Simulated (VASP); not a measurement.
Input:

```xyz
1
Lattice="0.0000 1.9359 1.9359 1.9359 0.0000 1.9359 1.9359 1.9359 0.0000" Properties=species:S:1:pos:R:3 pbc="T T T"
Pd     0.0000     0.0000     0.0000
```

All values below come from PBEsol GGA, VASP's PBE PAW potentials (set 64) (plane waves; VASP). Settings: 480 eV cut-off, 16×16×16 Γ-centred mesh, first-order Methfessel-Paxton smearing of 0.10 eV, potentials Pd.

Each row applies one change to this cell, which was relaxed at other settings and keeps the small stress of the first row; at a fixed cut-off the stress holds a Pulay part, so it need not integrate to ΔE exactly. Stress is in GPa, positive when the cell is compressed.

```
change                                    ΔE (meV/atom)    σxx    σyy    σzz  largest shear component, with its sign (GPa)  largest force (eV/Å)
----------------------------------------  -------------  -----  -----  -----  --------------------------------------------  --------------------
none                                                0.0   0.39   0.39   0.39                                          0.00                 0.000
isotropic strain of +1.0 %                          7.0  -5.30  -5.30  -5.30                                          0.00                 0.000
isotropic strain of -1.0 %                          9.9   7.16   7.16   7.16                                          0.00                 0.000
uniaxial strain of -1.0 % along y                   1.5   2.31   2.98   2.31                                          0.00                 0.000
biaxial strain of +0.5 % in the yz plane            0.6  -1.41  -1.72  -1.72                                          0.00                 0.000
```

Failed runs are left out, and for metals the shear rows, which the mesh's noise covers.

The compound is Pd in the fcc structure.
